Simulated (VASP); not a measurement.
Band gaps of BaSrO$_{2}$ (space group R-3m) from VASP (PAW), without and with spin-orbit coupling. Semilocal levels are at their own relaxed cell, hybrids and mBJ at PBE's; 0.00 means no gap at that level.  Unless said otherwise, spin-orbit coupling is left out, though it shifts the bands of the heavy elements here.

The cell of the LDA run:

```cif
data_BaO2Sr
_chemical_formula_sum 'Ba1 Sr1 O2'
_space_group_name_H-M_alt 'P 1'
_space_group_IT_number 1
_cell_length_a 6.49152
_cell_length_b 6.49152
_cell_length_c 6.49152
_cell_angle_alpha 33.359
_cell_angle_beta 33.359
_cell_angle_gamma 33.359
loop_
_space_group_symop_operation_xyz
  'x, y, z'
loop_
_atom_site_label
_atom_site_type_symbol
_atom_site_fract_x
_atom_site_fract_y
_atom_site_fract_z
_atom_site_occupancy
Ba1 Ba 0.00000 0.00000 0.00000 1
Sr1 Sr 0.50000 0.50000 0.50000 1
O1 O 0.75579 0.75579 0.75579 1
O2 O 0.24421 0.24421 0.24421 1
```

| level | gap without SOC (eV) | gap with SOC (eV) | shift (eV) |
|---|---|---|---|
| LDA | 2.30 | (withheld) | (withheld) |

**Question.** Fill in the missing entries.

**Answer.** 
- LDA, gap with SOC (eV): 2.24
- LDA, shift (eV): -0.06

Only levels that ran to the end are used. Left out are those held back, those with too coarse a band path, GW runs whose mesh misses a band edge, hybrids' fits of cells that aren't cubic and levels without matching references; a question may draw on a part of the rest.

The structure comes from a computed database's BaSrO2 entry (R-3m); how it stands against other phases isn't given here. It was relaxed first, which changed the volume by -7 %. Symmetry was kept, so distortions that lower it aren't found.
